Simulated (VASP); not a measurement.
Crystal: As.

```
As
1.0
     1.87975    1.08527    3.48577
    -1.87975    1.08527    3.48577
     0.00000   -2.17055    3.48577
As
2
Cartesian
  0.0000 0.0000 2.3795
  0.0000 0.0000 8.0778
```

- Program: VASP 6.6.1
- Task: relaxation of cell and atoms
- Functional: LDA
- Potentials or basis: VASP PAW LDA potentials, release 64 (As)
- Cutoff: 600 eV
- k mesh: 15 × 15 × 15
- Occupations: gaussian, width 0.1 eV
- Spin: no spin polarisation

At the start: pressure -1.1 GPa; volume 21.33 Å³/atom.

**Question.** Where does the relaxation end?

**Answer.** Over 10 steps the energy falls by 8.5 meV/atom and the volume is 20.44 Å³/atom (-4.2 %); space group R-3m (No. 166, to 0.05 Å).

The path:
| step | energy change (eV) | largest force (eV/Å) | pressure (GPa) | volume (Å³) |
| --- | --- | --- | --- | --- |
| 1 | 0.0000 | 0.1343 | -1.09 | 42.67 |
| 2 | -0.0063 | 0.1880 | 0.16 | 41.78 |
| 3 | -0.0072 | 0.2168 | 0.88 | 41.30 |
| 4 | -0.0111 | 0.1386 | 0.70 | 41.15 |
| 5 | -0.0159 | 0.0690 | 0.28 | 40.67 |
| 6 | -0.0159 | 0.0614 | 0.29 | 40.69 |
| 7 | -0.0167 | 0.0427 | 0.03 | 40.83 |
| 8 | -0.0169 | 0.0262 | -0.20 | 40.95 |
| 9 | -0.0170 | 0.0094 | 0.02 | 40.86 |
| 10 | -0.0170 | 0.0047 | -0.01 | 40.87 |

Final structure:
```cif
data_structure
_symmetry_space_group_name_H-M 'P 1'
_symmetry_Int_Tables_number 1
_cell_length_a 3.9743
_cell_length_b 3.9743
_cell_length_c 3.9743
_cell_angle_alpha 56.571
_cell_angle_beta 56.571
_cell_angle_gamma 56.571
_cell_volume 40.87
loop_
_atom_site_label
_atom_site_type_symbol
_atom_site_fract_x
_atom_site_fract_y
_atom_site_fract_z
_atom_site_occupancy
As1 As 0.23088 0.23088 0.23088 1
As2 As 0.76912 0.76912 0.76912 1
```
